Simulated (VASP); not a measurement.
**Which native defect does DyMg3 form most easily?**

Aim: formation energies of the vacancies and antisites of DyMg3, in the two limits of its composition. The start is a cell from a database of measured crystal structures.

Program: VASP 6.6.1. Level of theory: PBEsol, 4f electrons in the core; plane waves and PAW (Dy_3, Mg), in the first sound run; inputs show where later runs differ. Results are calculated unless marked as measured.

### 1. The host crystal

It takes space group Fm-3m (No. 225, cubic). The conventional cell has a = 7.267 Å, b = 7.267 Å, c = 7.267 Å, α = 90.00°, β = 90.00°, γ = 90.00°. Nearest to Dy lie 8 Mg at 3.15 Å. Nearest to Mg lie 4 Dy at 3.15 Å and 4 Mg at 3.15 Å. Nearest to Mg lie 8 Mg at 3.15 Å. Farther neighbours are not listed.

### 2. The host at zero pressure

First cell and atoms are relaxed at a raised cutoff, so that later runs start from this functional's own cell.

INCAR reads:

```
SYSTEM = DyMg3
PREC = Accurate
ENCUT = 350
EDIFF = 1E-06
NELM = 120
ISMEAR = 1
SIGMA = 0.15
LREAL = .FALSE.
ALGO = Normal
GGA = PS
NBANDS = 13
LORBIT = 11
LWAVE = .FALSE.
LCHARG = .FALSE.
KPAR = 8
IBRION = 2
NSW = 40
ISIF = 3
EDIFFG = -0.02
POTIM = 0.4
```

POSCAR reads:

```
DyMg3
1.0
    0.0000000000      3.6335000000      3.6335000000
    3.6335000000      0.0000000000      3.6335000000
    3.6335000000      3.6335000000      0.0000000000
Dy Mg
1 3
Direct
    0.0000000000      0.0000000000      0.0000000000
    0.7500000000      0.7500000000      0.7500000000
    0.2500000000      0.2500000000      0.2500000000
    0.5000000000      0.5000000000      0.5000000000
```

KPOINTS reads:

```
Automatic mesh
0
Gamma
6 6 6
0 0 0
```

The projector-augmented-wave data sets are Dy_3 and Mg (PBE family, release 64).

Started as:

```bash
mpirun -np 8 vasp_std
```

The program printed:

```text
[banner, memory and clock lines left out]
running    8 mpi-ranks, on    1 nodes
 distrk:  each k-point on    1 cores,    8 groups
 distr:  one band on    1 cores,    1 groups

 POSCAR found type information on POSCAR DyMg
 POSCAR found :  2 types and       4 ions
|                                                                             |
|           W    W    AA    RRRRR   N    N  II  N    N   GGGG   !!!           |
|           W    W   A  A   R    R  NN   N  II  NN   N  G    G  !!!           |
|           W    W  A    A  R    R  N N  N  II  N N  N  G       !!!           |
|           W WW W  AAAAAA  RRRRR   N  N N  II  N  N N  G  GGG   !            |
|           WW  WW  A    A  R   R   N   NN  II  N   NN  G    G                |
|           W    W  A    A  R    R  N    N  II  N    N   GGGG   !!!           |
|                                                                             |
|     For optimal performance we recommend to set                             |
|       NCORE = 2 up to number-of-cores-per-socket                            |
|     NCORE specifies how many cores store one orbital (NPAR=cpu/NCORE).      |
|     This setting can greatly improve the performance of VASP for DFT.       |
|     The default, NCORE=1 might be grossly inefficient on modern             |
|     multi-core architectures or massively parallel machines. Do your        |
|     Unfortunately you need to use the default for GW and RPA                |
|     calculations (for HF NCORE is supported but not extensively tested      |
|     yet).                                                                   |
|                                                                             |

|                                                                             |
|               ----> ADVICE to this user running VASP <----                  |
|                                                                             |
|     You enforced a specific xc type in the INCAR file but a different       |
|     [... a line on the potential file left out ...]
|     I HOPE YOU KNOW WHAT YOU ARE DOING!                                     |
|                                                                             |

 LDA part: xc-table for (Slater+PW92), standard interpolation
 POSCAR, INCAR and KPOINTS ok, starting setup
 FFT: planning ... GRIDC
 FFT: planning ... GRID_SOFT
 FFT: planning ... GRID
 WAVECAR not read
 entering main loop
       N       E                     dE             d eps       ncg     rms          rms(c)
DAV:   1     0.211946542015E+02    0.21195E+02   -0.47971E+03   416   0.647E+02
DAV:   2    -0.906154290722E+01   -0.30256E+02   -0.28260E+02   494   0.165E+02
DAV:   3    -0.104198640709E+02   -0.13583E+01   -0.12854E+01   562   0.226E+01
DAV:   4    -0.104770465648E+02   -0.57182E-01   -0.56928E-01   474   0.529E+00
DAV:   5    -0.104790182252E+02   -0.19717E-02   -0.19686E-02   534   0.842E-01    0.173E+01
DAV:   6    -0.104554519135E+02    0.23566E-01   -0.94503E-03   471   0.617E-01    0.103E+01
DAV:   7    -0.104374382935E+02    0.18014E-01   -0.20132E-02   477   0.943E-01    0.142E-01
DAV:   8    -0.104370090107E+02    0.42928E-03   -0.10281E-03   516   0.229E-01    0.491E-02
DAV:   9    -0.104369712776E+02    0.37733E-04   -0.45206E-05   536   0.469E-02    0.108E-02
DAV:  10    -0.104369688293E+02    0.24484E-05   -0.93924E-06   502   0.144E-02    0.651E-03
DAV:  11    -0.104369688233E+02    0.59514E-08   -0.41904E-07   268   0.515E-03
   1 F= -.10436969E+02 E0= -.10437562E+02  d E =-.104370E+02
 curvature:   0.00 expect dE= 0.000E+00 dE for cont linesearch  0.000E+00
 trial: gam= 0.00000 g(F)=  0.474E-49 g(S)=  0.240E-02 ort = 0.000E+00 (trialstep = 0.100E+01)
 search vector abs. value=  0.240E-02
 bond charge predicted
       N       E                     dE             d eps       ncg     rms          rms(c)
DAV:   1    -0.104412302660E+02   -0.42614E-02   -0.49864E-02   436   0.155E+00    0.227E-01
DAV:   2    -0.104390257017E+02    0.22046E-02   -0.36766E-03   540   0.484E-01    0.131E-01
DAV:   3    -0.104385198850E+02    0.50582E-03   -0.25342E-03   634   0.353E-01    0.114E-01
DAV:   4    -0.104384928080E+02    0.27077E-04   -0.87586E-05   608   0.593E-02    0.764E-02
DAV:   5    -0.104384745706E+02    0.18237E-04   -0.37460E-05   456   0.352E-02    0.106E-02
DAV:   6    -0.104384749423E+02   -0.37168E-06   -0.28931E-06   469   0.969E-03
   2 F= -.10438475E+02 E0= -.10438950E+02  d E =-.150612E-02
 trial-energy change:   -0.001506  1 .order   -0.001502   -0.002402   -0.000602
 step:   1.3345(harm=  1.3345)  dis= 0.00000  next Energy=   -10.438572 (dE=-0.160E-02)
 reached required accuracy - stopping structural energy minimisation
```

Wall time 7 s (8 MPI ranks of AMD EPYC 7R43, shared host); peak memory 1.3 GiB; 50 s of CPU time.

Lines that name or quote the potential files are left out of all logs, and their timing lines are given in words.

From OUTCAR (step 2):

```text
ion  position               nearest neighbor table
   1  0.000  0.000  0.000-   2 3.15   3 3.15   2 3.15   2 3.15   2 3.15   3 3.15   3 3.15   3 3.15
                             4 3.63   4 3.63   4 3.63   4 3.63   4 3.63   4 3.63
   2  0.750  0.750  0.750-   1 3.15   4 3.15   4 3.15   4 3.15   4 3.15   1 3.15   1 3.15   1 3.15
                             3 3.63   3 3.63   3 3.63   3 3.63   3 3.63   3 3.63
   3  0.250  0.250  0.250-   1 3.15   4 3.15   1 3.15   1 3.15   1 3.15   4 3.15   4 3.15   4 3.15
                             2 3.63   2 3.63   2 3.63   2 3.63   2 3.63   2 3.63
   4  0.500  0.500  0.500-   2 3.15   3 3.15   3 3.15   3 3.15   3 3.15   2 3.15   2 3.15   2 3.15
                             1 3.63   1 3.63   1 3.63   1 3.63   1 3.63   1 3.63

  LATTYP: Found a face centered cubic cell.
 ALAT       =     7.2670000000

 Subroutine GETGRP returns: Found 48 space group operations
 (whereof 48 operations were pure point group operations)

The static configuration has the point symmetry O_h .

 Found     16 irreducible k-points:

   k-points           NKPTS =     16   k-points in BZ     NKDIM =     16   number of bands    NBANDS=     13

   dimension x,y,z NGX =    32 NGY =   32 NGZ =   32
   dimension x,y,z NGXF=    64 NGYF=   64 NGZF=   64

   ENCUT  =  350.0 eV  25.72 Ry    5.07 a.u.   7.84  7.84  7.84*2*pi/ulx,y,z

   NELECT =      15.0000    total number of electrons

 k-points in reciprocal lattice and weights: Automatic mesh
   0.00000000  0.00000000  0.00000000       0.005
   0.16666667  0.00000000  0.00000000       0.037
   0.33333333  0.00000000  0.00000000       0.037
   0.50000000  0.00000000  0.00000000       0.019
   0.16666667  0.16666667  0.00000000       0.028
   0.33333333  0.16666667  0.00000000       0.111
   0.50000000  0.16666667  0.00000000       0.111
  -0.33333333  0.16666667  0.00000000       0.111
  -0.16666667  0.16666667  0.00000000       0.056
[...]
-0.33333333  0.33333333  0.16666667       0.111
  -0.33333333  0.50000000  0.16666667       0.056

 average (electrostatic) potential at core
       1 -35.4033       2 -38.1356       3 -38.1356       4 -38.2444

 E-fermi :   2.8444

 k-point     1 :       0.0000    0.0000    0.0000
  band No.  band energies     occupation
    ...
      3     -20.6708      2.00000
      4      -3.6071      2.00000
      5       2.1971      2.00000
      6       2.1971      2.00000
      7       2.1971      2.00000
      8       3.7568     -0.00000
      9       3.7568     -0.00000
     10       4.9530     -0.00000
     11       4.9530     -0.00000
     12       4.9530     -0.00000
    ...

 k-point     2 :       0.1667    0.0000    0.0000
  band No.  band energies     occupation
    ...
      3     -20.6714      2.00000
      4      -3.3326      2.00000
      5       1.4889      2.00000
      6       2.2549      2.00000
      7       2.2549      2.00000
      8       3.4034     -0.00000
      9       3.4034     -0.00000
     10       4.3770     -0.00000
     11       5.6549     -0.00000
     12       5.6549     -0.00000
    ...

 k-point     3 :       0.3333    0.0000    0.0000
  band No.  band energies     occupation
    ...
      3     -20.6726      2.00000
      4      -2.5436      2.00000
      5       0.1111      2.00000
      6       2.1320      2.00000
      7       2.1320      2.00000
      8       3.6301     -0.00000
      9       3.6301     -0.00000
     10       3.8543     -0.00000
     11       5.2324     -0.00000
     12       5.6697     -0.00000
    ...

  Total       -0.0722119     -0.0722119     -0.0722119     -0.0000000      0.0000000     -0.0000000
  in kB       -1.2160192     -1.2160192     -1.2160192     -0.0000000      0.0000000     -0.0000000
  external PRESSURE =      -1.2160192 kB  Pullay stress =       0.0000000 kB

  energy-cutoff  :      350.00
  volume of cell :       95.14
      direct lattice vectors                 reciprocal lattice vectors
    -0.000000000  3.623400691  3.623400691    -0.137991915  0.137991915  0.137991915
     3.623400691 -0.000000000  3.623400691     0.137991915 -0.137991915  0.137991915
     3.623400691  3.623400691 -0.000000000     0.137991915  0.137991915 -0.137991915

 POSITION                                       TOTAL-FORCE (eV/Angst)
 -----------------------------------------------------------------------------------
      3.62340      7.24680      3.62340        -0.000000     -0.000000     -0.000000
      5.43510      5.43510      5.43510         0.000000      0.000000     -0.000000
      1.81170      1.81170      1.81170        -0.000000      0.000000      0.000000
      3.62340      3.62340      3.62340        -0.000000     -0.000000     -0.000000
 -----------------------------------------------------------------------------------
    total drift:                               -0.000000     -0.000000      0.000000

  FREE ENERGIE OF THE ION-ELECTRON SYSTEM (eV)
  ---------------------------------------------------
  free  energy   TOTEN  =       -10.4384749423 eV

  energy  without entropy=      -10.4399011255  energy(sigma->0) =      -10.43895034

 reached required accuracy - stopping structural energy minimisation

 total charge
# of ion       s       p       d       tot
------------------------------------------
    1        0.356   6.394   1.185   7.935
    2        0.227   0.142   0.011   0.381
    3        0.227   0.142   0.011   0.381
    4        0.190   0.140   0.011   0.341
--------------------------------------------------
tot          1.001   6.818   1.219   9.038

[... 3 further parts left out ...]
```

CONTCAR:

```
DyMg3
   1.00000000000000
    -0.0000000000000000    3.6234006908801306    3.6234006908801306
     3.6234006908801306   -0.0000000000000000    3.6234006908801306
     3.6234006908801306    3.6234006908801306   -0.0000000000000000
  Dy              Mg
     1     3
Direct
     1.0000000000000000    0.0000000000000000    1.0000000000000000
     0.7500000000000000    0.7500000000000000    0.7500000000000000
     0.2500000000000000    0.2500000000000000    0.2500000000000000
     0.5000000000000000    0.5000000000000000    0.5000000000000000
```

The data set Dy_3 holds the 4f electrons frozen in the core, so no f bands or f moments appear. This run has no spin polarisation. Its electron count is odd, so without a moment it is a metal by construction. The k-mesh is coarse for a metal. The PAW data sets were made with PBE, which is usual practice but a small mismatch for other functionals. The run keeps the 48 symmetry operations of its start, so it cannot find a distortion of lower symmetry.

Relaxation path:

```tsv
step	energy less that of the first step (eV)	largest force (eV/Å)	pressure (GPa)	volume (Å³)
1	0.0000	0.0000	-0.48	95.94
2	-0.0015	0.0000	-0.12	95.14
```

```tsv
conventional cell, symmetrised	before	after	change
a (Å)	7.267	7.247	-0.3 %
b (Å)	7.267	7.247	-0.3 %
c (Å)	7.267	7.247	-0.3 %
volume (Å³/atom)	23.99	23.79	-0.8 %
```

Final coordinates:

```xyz
4
Lattice="0.0000 3.6234 3.6234 3.6234 0.0000 3.6234 3.6234 3.6234 0.0000" Properties=species:S:1:pos:R:3 pbc="T T T"
Dy    0.0000    0.0000    0.0000
Mg    5.4351    5.4351    5.4351
Mg    1.8117    1.8117    1.8117
Mg    3.6234    3.6234    3.6234
```

This step gave:

```yaml
electronic_cycles: 17
electrons: 15
free_energy_toten: -10.44 eV
energy_at_zero_smearing: -10.44 eV
fermi_energy: 2.844 eV
labelled_metallic_from_the_levels_on_this_mesh: yes
```

The run ended after 2 ionic steps, 0.002 eV below its first step, once forces and stress met EDIFFG = -0.02.

[end of part 1 of 7]

[Lines on the potential files, build, host, timing and source positions are cut from VASP's logs without a mark.]

[Logs are printed without paths, hosts, clocks, repeated set-up lines and the standing remarks that a program may print on its own settings, such as how far it seeks lower states.]

[Hosts, paths, dates, database ids (printed as entryN), source tags and the programs' standing remarks are cut or masked in the printed files.]

[In band tables of VASP the shares of atoms and orbitals are scaled to a sum of 1 inside the atoms' spheres.]

[Runs that stopped without an error message from VASP are left out.]
